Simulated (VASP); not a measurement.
```
RbCl
1.0
    0.00000     3.27188     3.27188
    3.27188     0.00000     3.27188
    3.27188     3.27188     0.00000
Rb Cl
1 1
Direct
  0.00000   0.00000   0.00000
  0.50000   0.50000   0.50000
```

All values below come from PBEsol GGA, VASP's PBE PAW potentials (set 64) (plane waves; VASP). Settings: PREC = Normal, EDIFF = 1E-5, 400 eV cut-off, 8×8×8 Γ-centred mesh, Gaussian smearing of 0.050 eV, potentials Rb_sv Cl.

Q: Estimate the energy per atom (σ→0), band gap (on the k-mesh) with the smallest direct gap where there is one.

A: 
| Item | Result |
|---|---|
| band gap (on the k-mesh) | 4.89 eV |
| smallest direct gap (on the k-mesh) | 4.89 eV |
| energy per atom (σ→0) | -3.448 eV/atom |

The compound is RbCl in the rock salt structure. It was relaxed first.
